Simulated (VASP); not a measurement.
VASP input:

**KPOINTS**
```
Automatic mesh
0
Gamma
3 3 5
0 0 0
```

INCAR:
```
ALGO = Normal
EDIFF = 1E-6
ENCUT = 400
GGA = PE
ISIF = 2
ISMEAR = -1
ISPIN = 2
LASPH = .TRUE.
LCHARG = .FALSE.
LMAXMIX = 4
LORBIT = 11
LREAL = .FALSE.
LWAVE = .FALSE.
MAGMOM = 2*3.0 4*0.0
NELM = 100
PREC = Accurate
SIGMA = 0.05
SYSTEM = CrO2
```

POSCAR:
```
CrO2
1
    4.4157220000     0.0000000000     0.0000000000
    0.0000000000     4.4157220000     0.0000000000
    0.0000000000     0.0000000000     2.8437470000
Cr O
2 4
Direct
  0.0000000000   0.0000000000   0.0000000000
  0.5000000000   0.5000000000   0.5000000000
  0.3049600000   0.3049600000   0.0000000000
  0.8049600000   0.1950400000   0.5000000000
  0.1950400000   0.8049600000   0.5000000000
  0.6950400000   0.6950400000   0.0000000000
```

POTCAR, in this order: Cr_pv O (PBE.64 set). Program: vasp_std.

**Question.** Write an equivalent input for Ansatz.

**Answer.** One equivalent input (not run):
Ansatz 0.2 input:
```yaml
crystal:
  lattice:
    - [4.4157220, 0.0000000, 0.0000000]
    - [0.0000000, 4.4157220, 0.0000000]
    - [0.0000000, 0.0000000, 2.8437470]
  atoms:
    - { symbol: Cr, position: [0.0000000, 0.0000000, 0.0000000], spin: 3 }
    - { symbol: Cr, position: [0.5000000, 0.5000000, 0.5000000], spin: 3 }
    - { symbol: O, position: [0.3049600, 0.3049600, 0.0000000] }
    - { symbol: O, position: [0.8049600, 0.1950400, 0.5000000] }
    - { symbol: O, position: [0.1950400, 0.8049600, 0.5000000] }
    - { symbol: O, position: [0.6950400, 0.6950400, 0.0000000] }
kpoints:
  mp_grid: { grid: [3, 3, 5] }
hamiltonian:
  xc: pbe
  pseudopotentials: { kind: paw }
magnetization: { spin_polarized: true }
scf:
  occupations: { method: fermi_dirac, width: 0.05 }
  max_iter: 100
output: { forces: true, stress: true, eigenvalues: true }
```
The two are equivalent in intent, not identical: each code has its own PAW files, so the cut-off isn't converted (ENCUT is set for VASP's; basis.ecutwfc is left out, and Ansatz then takes the one that its files recommend); Ansatz stops its SCF on the density residual and VASP on the energy change (EDIFF).

The structure was generated: CrO2 was put into an ordered model structure, which need not be its known phase. The cell was not relaxed at this level. The k-mesh is coarse (spacing up to 0.47 per Å, 2π included), so the numbers may not be converged in it.
